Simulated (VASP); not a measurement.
# BeSi (Fm-3m) in VASP: relaxation of cell and atoms with PBE

Aim: the relaxation of cell and atoms of BeSi with PBE.

All numbers are computed with VASP 6.6.1; they aren't measurements. Logs are shortened: lines on timing, memory, paths and dates and some standing lists are left out, and cuts for length are marked.

## (1) Starting point

It takes space group Fm-3m (No. 225, cubic). Conventional cell: a = 4.694 Å, b = 4.694 Å, c = 4.694 Å, α = 90.00°, β = 90.00°, γ = 90.00°. Be (site symmetry m-3m) is surrounded by 6 Si at 2.35 Å. Si (site symmetry m-3m) has 6 Be at 2.35 Å as nearest neighbours.

The cell was built by a generator and needn't be a form met in nature.

## (2) Relaxation of cell and atoms, PBE

INCAR

```
SYSTEM = BeSi
  ALGO = Normal
  EDIFF = 1E-7
  EDIFFG = -0.02
  ENCUT = 600
  GGA = PE
  IBRION = 2
  ISIF = 3
  ISMEAR = 0
  LASPH = .TRUE.
  LCHARG = .FALSE.
  LREAL = .FALSE.
  LWAVE = .FALSE.
  NELM = 100
  NSW = 60
  PREC = Accurate
  SIGMA = 0.05
```

KPOINTS

```
k-points
0
G
  10 10 10
  0 0 0
```

POSCAR

```
BeSi
1.0
    0.0000000000      2.3472000000      2.3472000000
    2.3472000000      0.0000000000      2.3472000000
    2.3472000000      2.3472000000      0.0000000000
Be Si
1 1
Direct
    0.0000000000      0.0000000000      0.0000000000
    0.5000000000      0.5000000000      0.5000000000
```

Potentials or basis: VASP PAW PBE potentials, release 64 (Be, Si).

On the command line:

```sh
cat potpaw_PBE.64/Be/POTCAR potpaw_PBE.64/Si/POTCAR > POTCAR
mpirun -np 1 vasp_std > vasp.out
```

OUTCAR:

```text
SYSTEM = BeSi
   EDIFF = 1E-7
   EDIFFG = -0.02
   ENCUT = 600
   GGA = PE
   IBRION = 2
   ISIF = 3
   ISMEAR = 0
   LASPH = .TRUE.
   LREAL = .FALSE.
   NELM = 100
   NSW = 60
   PREC = Accurate

 ion  position               nearest neighbor table
   1  0.000  0.000  0.000-   2 2.35   2 2.35   2 2.35   2 2.35   2 2.35   2 2.35
   2  0.500  0.500  0.500-   1 2.35   1 2.35   1 2.35   1 2.35   1 2.35   1 2.35

  LATTYP: Found a face centered cubic cell.
 ALAT       =     4.6944000000

  Lattice vectors:

 A1 = (   0.0000000000,   2.3472000000,   2.3472000000)
 A2 = (   2.3472000000,   0.0000000000,   2.3472000000)
 A3 = (   2.3472000000,   2.3472000000,   0.0000000000)

Analysis of symmetry for initial positions (statically):
=====================================================================
 Subroutine PRICEL returns:
 Original cell was already a primitive cell.

 Routine SETGRP: Setting up the symmetry group for a
 face centered cubic supercell.

 Subroutine GETGRP returns: Found 48 space group operations
 (whereof 48 operations were pure point group operations)
 out of a pool of 48 trial point group operations.

The static configuration has the point symmetry O_h .

Analysis of symmetry for dynamics (positions and initial velocities):
=====================================================================
 Subroutine PRICEL returns:
 Original cell was already a primitive cell.

 Routine SETGRP: Setting up the symmetry group for a
 face centered cubic supercell.

 Subroutine GETGRP returns: Found 48 space group operations
 (whereof 48 operations were pure point group operations)
 out of a pool of 48 trial point group operations.

The dynamic configuration has the point symmetry O_h .

 Subroutine INISYM returns: Found 48 space group operations
 (whereof 48 operations are pure point group operations),
 and found     1 'primitive' translations

----------------------------------------------------------------------------------------

                                     Primitive cell

  volume of cell :      25.8631

  direct lattice vectors                    reciprocal lattice vectors
     0.000000000  2.347200000  2.347200000    -0.213019768  0.213019768  0.213019768
     2.347200000  0.000000000  2.347200000     0.213019768 -0.213019768  0.213019768
     2.347200000  2.347200000  0.000000000     0.213019768  0.213019768 -0.213019768

  length of vectors
     3.319442074  3.319442074  3.319442074     0.368961062  0.368961062  0.368961062

  position of ions in fractional coordinates (direct lattice)
     0.000000000  0.000000000  0.000000000
     0.500000000  0.500000000  0.500000000

  ion indices of the primitive-cell ions
   primitive index   ion index
                 1           1
                 2           2

----------------------------------------------------------------------------------------

 KPOINTS: k-points

Automatic generation of k-mesh.
 Grid dimensions read from file:
 generate k-points for:   10   10   10

 Generating k-lattice:

  Cartesian coordinates                     Fractional coordinates (reciprocal lattice)
    -0.021301977  0.021301977  0.021301977     0.100000000  0.000000000  0.000000000
     0.021301977 -0.021301977  0.021301977     0.000000000  0.100000000  0.000000000
     0.021301977  0.021301977 -0.021301977     0.000000000  0.000000000  0.100000000

  Length of vectors
     0.036896106  0.036896106  0.036896106

  Shift w.r.t. Gamma in fractional coordinates (k-lattice)
     0.000000000  0.000000000  0.000000000

 Subroutine IBZKPT returns following result:
 ===========================================

 Found     47 irreducible k-points:

 Following reciprocal coordinates:
            Coordinates               Weight
  0.000000  0.000000  0.000000      1.000000
  0.100000  0.000000  0.000000      8.000000
  0.200000  0.000000  0.000000      8.000000
  0.300000  0.000000  0.000000      8.000000
  0.400000  0.000000  0.000000      8.000000
  0.500000  0.000000  0.000000      4.000000
[... 16 lines left out ...]
  0.300000  0.300000  0.000000      6.000000
  0.400000  0.300000  0.000000     24.000000
 [... further k-points ...]
   k-points           NKPTS =     47   k-points in BZ     NKDIM =     47   number of bands    NBANDS=      7
   number of dos      NEDOS =    301   number of ions     NIONS =      2
   total plane-waves  NPLWV =  21952
   dimension x,y,z NGX =    28 NGY =   28 NGZ =   28
   dimension x,y,z NGXF=    56 NGYF=   56 NGZF=   56
   ions per type =               1   1
   NGX,Y,Z   is equivalent  to a cutoff of  14.02, 14.02, 14.02 a.u.
   NGXF,Y,Z  is equivalent  to a cutoff of  28.05, 28.05, 28.05 a.u.
 SYSTEM =  BeSi
   PREC   = accura    normal or accurate (medium, high low for compatibility)
   ISTART =      0    job   : 0-new  1-cont  2-samecut
   ICHARG =      2    charge: 1-file 2-atom 10-const
   ISPIN  =      1    spin polarized calculation?
   LNONCOLLINEAR =      F non collinear calculations
   LSORBIT =      F    spin-orbit coupling
   LASPH  =      T    aspherical Exc in radial PAW
   ENCUT  =  600.0 eV  44.10 Ry    6.64 a.u.   6.63  6.63  6.63*2*pi/ulx,y,z
   NELM   =    100;   NELMIN=  2; NELMDL= -5     # of ELM steps
   EDIFF  = 0.1E-06   stopping-criterion for ELM
   LREAL  =      F    real-space projection
   EDIFFG = -.2E-01   stopping-criterion for IOM
   NSW    =     60    number of steps for IOM
   IBRION =      2    ionic relax: 0-MD 1-quasi-New 2-CG
   NFREE  =      1    steps in history (QN), initial steepest desc. (CG)
   ISIF   =      3    stress and relaxation
   ISYM   =      2    0-nonsym 1-usesym 2-fastsym
   POTIM  = 0.5000    time-step for ionic-motion
   TEBEG  =    0.0;   TEEND  =   0.0 temperature during run
   PSTRESS=    0.0 pullay stress
   NELECT =       6.0000    total number of electrons
   NUPDOWN=      -1.0000    fix difference up-down
   EMIN   =  10.00;   EMAX   =-10.00  energy-range for DOS
   EFERMI =   0.00;   METHOD = LEGACY
   ISMEAR =     0;   SIGMA  =   0.05  broadening in eV -4-tet -1-fermi 0-gaus
   EFERMI_NEDOS =   21; number of points for ismear=-14 and -15
   IALGO  =     38    algorithm
   IMIX   =      4    mixing-type and parameters
     AMIX     =   0.40;   BMIX     =  1.00
     AMIX_MAG =   1.60;   BMIX_MAG =  1.00
  volume/ion in A,a.u.               =      12.93        87.27
  Fermi-wavevector in a.u.,A,eV,Ry     =   1.005924  1.900921 13.767504  1.011883
  Thomas-Fermi vector in A             =   2.138634
   LORBIT       =      0    0 simple, 1 ext, 2 COOP (PROOUT), +10 PAW based schemes
   GGA     = PE    functional components
   LHFCALC =     F    Hartree Fock is set to
   AEXX    =    0.0000 exact exchange contribution
   IVDW    =     0    specifies the selected vdW correction
   LEPSILON=     F    determine dielectric tensor
   LRPA    =     F    only Hartree local field effects (RPA)
 conjugate gradient relaxation of ions
 non-spin polarized calculation
 Gauss-broadening in eV      SIGMA  =   0.05
  energy-cutoff  :      600.00
  volume of cell :       25.86
 maximum number of plane-waves:       889
   NGX = 13   NGY = 13   NGZ = 13

--------------------------------------- Ionic step        1  -------------------------------------------

 number of electron       6.0000000 magnetization

 Free energy of the ion-electron system (eV)
  ---------------------------------------------------
  ext. energy  EPLUGINS =         0.00000000
  ---------------------------------------------------
  free energy    TOTEN  =        -8.01724331 eV

  energy without entropy =       -8.01541438  energy(sigma->0) =       -8.01632885

------------------------ aborting loop because EDIFF is reached ----------------------------------------

  FORCE on cell =-STRESS in cart. coord.  units (eV):
  Direction    XX          YY          ZZ          XY          YZ          ZX
  --------------------------------------------------------------------------------------
  -------------------------------------------------------------------------------------
  Total        0.0443118      0.0443118      0.0443118     -0.0000000      0.0000000     -0.0000000
  in kB        2.7450461      2.7450461      2.7450461     -0.0000000      0.0000000     -0.0000000
  external PRESSURE =       2.7450461 kB  Pullay stress =       0.0000000 kB

 VOLUME and BASIS-vectors are now :
 -----------------------------------------------------------------------------
  energy-cutoff  :      600.00
  volume of cell :       25.86
      direct lattice vectors                 reciprocal lattice vectors
     0.000000000  2.347200000  2.347200000    -0.213019768  0.213019768  0.213019768
     2.347200000  0.000000000  2.347200000     0.213019768 -0.213019768  0.213019768
     2.347200000  2.347200000  0.000000000     0.213019768  0.213019768 -0.213019768

 POSITION                                       TOTAL-FORCE (eV/Angst)
 -----------------------------------------------------------------------------------
      0.00000      0.00000      0.00000         0.000000     -0.000000      0.000000
      2.34720      2.34720      2.34720        -0.000000      0.000000     -0.000000
 -----------------------------------------------------------------------------------
    total drift:                                0.000000      0.000000      0.000000

  FREE ENERGIE OF THE ION-ELECTRON SYSTEM (eV)
  ---------------------------------------------------
  free  energy   TOTEN  =        -8.0172433149 eV

  energy  without entropy=       -8.0154143847  energy(sigma->0) =       -8.01632885

--------------------------------------- Ionic step        2  -------------------------------------------

 number of electron       6.0000000 magnetization

 Free energy of the ion-electron system (eV)
  ---------------------------------------------------
  ext. energy  EPLUGINS =         0.00000000
  ---------------------------------------------------
  free energy    TOTEN  =        -8.01730735 eV

  energy without entropy =       -8.01546185  energy(sigma->0) =       -8.01638460

 E-fermi :   6.7016     XC(G=0): -10.3824

 val. band max:        6.6651371441   @ k =   0.3000   0.3000   0.0000
 cond. band min:       6.7136622108   @ k =  -0.3000   0.3000   0.1000
 fundamental gap:      0.0485250667
 Fermi energy:         6.7015577833

 k-point     1 :       0.0000    0.0000    0.0000
  band No.  band energies     occupation
      1      -5.0001      2.00000
      2       9.8774      0.00000
      3       9.8774      0.00000
      4       9.8774      0.00000
      5      15.0303      0.00000
      6      15.0303      0.00000
      7      15.0303      0.00000

 k-point     2 :       0.1000    0.0000    0.0000
  band No.  band energies     occupation
      1      -4.8212      2.00000
      2       8.6875      0.00000
      3       9.7659      0.00000
      4       9.7659      0.00000
      5      15.0871      0.00000
      6      15.4966      0.00000
      7      15.4966      0.00000

 k-point     3 :       0.2000    0.0000    0.0000
  band No.  band energies     occupation
      1      -4.2879      2.00000
      2       6.3709      2.00000
      3       9.5768      0.00000
      4       9.5768      0.00000
      5      13.9197      0.00000
      6      13.9197      0.00000
      7      14.7273      0.00000
[... 191 lines left out ...]
 k-point    23 :       0.3000    0.3000    0.0000
  band No.  band energies     occupation
      1      -2.8539      2.00000
      2       6.4738      2.00000
      3       6.6651      1.69705
      4       6.6651      1.69705
      5       9.1279      0.00000
      6      11.3328      0.00000
      7      19.3869      0.00000

 k-point    24 :       0.4000    0.3000    0.0000
  band No.  band energies     occupation
      1      -1.9749      2.00000
      2       4.7013      2.00000
      3       5.6586      2.00000
      4       6.3901      2.00000
      5       9.3271      0.00000
      6      11.7442      0.00000
      7      18.2481      0.00000

 [... further k-points ...]

------------------------ aborting loop because EDIFF is reached ----------------------------------------

  FORCE on cell =-STRESS in cart. coord.  units (eV):
  Direction    XX          YY          ZZ          XY          YZ          ZX
  --------------------------------------------------------------------------------------
  -------------------------------------------------------------------------------------
  Total       -0.0028547     -0.0028547     -0.0028547     -0.0000000      0.0000000      0.0000000
  in kB       -0.1762798     -0.1762798     -0.1762798     -0.0000000      0.0000000      0.0000000
  external PRESSURE =      -0.1762798 kB  Pullay stress =       0.0000000 kB

 VOLUME and BASIS-vectors are now :
 -----------------------------------------------------------------------------
  energy-cutoff  :      600.00
  volume of cell :       25.95
      direct lattice vectors                 reciprocal lattice vectors
    -0.000000000  2.349708827  2.349708827    -0.212792323  0.212792323  0.212792323
     2.349708827  0.000000000  2.349708827     0.212792323 -0.212792323  0.212792323
     2.349708827  2.349708827 -0.000000000     0.212792323  0.212792323 -0.212792323

 POSITION                                       TOTAL-FORCE (eV/Angst)
 -----------------------------------------------------------------------------------
      2.34971      4.69942      2.34971         0.000000     -0.000000      0.000000
      2.34971      2.34971      2.34971        -0.000000      0.000000     -0.000000
 -----------------------------------------------------------------------------------
    total drift:                                0.000000      0.000000      0.000000

  FREE ENERGIE OF THE ION-ELECTRON SYSTEM (eV)
  ---------------------------------------------------
  free  energy   TOTEN  =        -8.0173073452 eV

  energy  without entropy=       -8.0154618461  energy(sigma->0) =       -8.01638460

 reached required accuracy - stopping structural energy minimisation
```

It took 13 s on 1 thread of AMD EPYC 9R45 (Zen 5), shared host; peak memory 0.11 GiB.

Results:

```yaml
Free_energy: -8.0173 eV
Relaxed_volume: 12.97 Å³/atom
Relaxed_cell: a = 3.323 Å, b = 3.323 Å, c = 3.323 Å, α = 60.00°, β = 60.00°, γ = 60.00°
Space_group_after_relaxing_to_0.05_Å: Fm-3m (No. 225)
Energy_gained_by_relaxing: 0.0 meV/atom
Ionic_steps: 2
Pressure_after_relaxing: 0.0 GPa
Band_gap_on_the_k_mesh: none (metal or under the smearing width)
```

Final structure:
```cif
data_structure
_symmetry_space_group_name_H-M 'P 1'
_symmetry_Int_Tables_number 1
_cell_length_a 3.3230
_cell_length_b 3.3230
_cell_length_c 3.3230
_cell_angle_alpha 60.000
_cell_angle_beta 60.000
_cell_angle_gamma 60.000
_cell_volume 25.95
loop_
_atom_site_label
_atom_site_type_symbol
_atom_site_fract_x
_atom_site_fract_y
_atom_site_fract_z
_atom_site_occupancy
Be1 Be 0.00000 0.00000 0.00000 1
Si1 Si 0.50000 0.50000 0.50000 1
```

Levels at points of the mesh, in eV from the Fermi level:
```
           k point  band 1  band 2  band 3  band 4  band 5  band 6
(0.00, 0.00, 0.00)  -11.70    3.18    3.18    3.18    8.33    8.33
(0.50, 0.00, 0.00)   -8.11   -6.03    3.56    3.56    3.57    3.57
(0.50, 0.50, 0.00)   -6.04   -5.46   -0.96   -0.96    1.91    3.62
```
